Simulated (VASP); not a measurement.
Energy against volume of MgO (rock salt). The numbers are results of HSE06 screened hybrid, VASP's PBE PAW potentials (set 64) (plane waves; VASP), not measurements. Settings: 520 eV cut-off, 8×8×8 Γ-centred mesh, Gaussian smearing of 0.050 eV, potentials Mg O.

```csv
V (Å³/atom),E (eV/atom)
9.000,-7.11160
9.287,-7.11575
9.575,-7.11059
9.862,-7.09747
```

Q: Fit these four points and predict the energy of the run at 8.713 Å³/atom.

A: A cubic in V^(−2/3), the third-order Birch-Murnaghan form, passes through the four points with V0 = 9.26 Å³/atom and B0 = 169 GPa, and gives -7.0966 eV/atom there. The run gave -7.0965 eV/atom, +0.1 meV/atom from the fit; all five points give B0 = 170 GPa.

The compound is MgO in the rock salt structure. It was relaxed first. The cell's shape comes from a PBE relaxation.
